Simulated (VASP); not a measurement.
## SiC (zinc blende): computed properties

Method: PBEsol GGA, VASP's PBE PAW potentials (set 64) (plane waves; VASP 6.6.1).

| Quantity | Result |
|---|---|
| space group | F-43m (216) |
| cell | a = b = c = 4.3600 Å, α = β = γ = 90.00° |
| volume per atom | 10.36 Å³/atom |
| band gap (over mesh and band path) | 1.24 eV |
| smallest direct gap (over mesh and band path) | 4.44 eV |
| band-edge character | indirect, Γ to X |
| density | 3.21 g/cm³ |
| mean ε∞ (DFPT) | 7.07 |
| mean ε∞ (independent particles) | 7.36 |

Space group F-43m (No. 216); a = b = c = 4.3600 Å, α = β = γ = 90.00°

```csv
atom,site,symmetry,x,y,z
Si,4a,-43m,0.0000,0.0000,0.0000
C,4d,-43m,0.7500,0.7500,0.7500
```
(The calculation used a cell of 2 atoms; values per cell refer to that cell.)

Measured: gap 2.53 eV (computed value off by -1.29 eV), as given by Wei Chen et al., Physical Review Materials (2018), doi:10.1103/physrevmaterials.2.073803 [zero-point renormalisation of 0.11 eV added back (the table's ZPR column)]; a 4.346 Å at 0 K (computed value off by +0.3 %), as given by Daniel Mejia-Rodriguez et al., Physical Review B (2018), arXiv:1807.09216 [static lattice: zero-point anharmonic expansion removed]; ε∞ 6.52 (computed value off by +8.5 %), as given by Jonathan H. Skone et al., Physical Review B (2014), arXiv:1501.03184.

The compound is SiC in the zinc blende structure. The cell was not relaxed at this level.
